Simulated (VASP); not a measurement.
The system is MoS2.

```
Mo S
1.0
     3.14878    0.00000    0.00000
    -1.57439    2.72692    0.00000
     0.00000    0.00000   12.08852
Mo S
2 4
Direct
  0.33333 0.66667 0.25000
  0.66667 0.33333 0.75000
  0.33333 0.66667 0.62053
  0.66667 0.33333 0.12053
  0.33333 0.66667 0.87947
  0.66667 0.33333 0.37947
```

Program: VASP 6.6.1. Alike in all runs: task band structure; potentials or basis VASP PAW PBE potentials, release 64 (Mo_sv, S); no spin polarisation; cell as given; k mesh 6 × 6 × 2; cutoff (eV) 520; smearing gaussian 0.03 eV.

Task: Order these runs on this cell by their pressure, lowest first.
A. level HSE06; screening parameter 0.2 1/A
B. level PBE-EpsX; exchange at q = 0 truncated; share of exact exchange 0.0787
C. level PBE

Result: A (-0.9 GPa), B (2.5 GPa), C (4.1 GPa).

Caveats: the PAW data sets were made with another functional, which shifts forces and pressure a little (some runs); this functional lacks dispersion, which binds the layers, so the pressure and a relaxed spacing across them are unreliable (some runs).
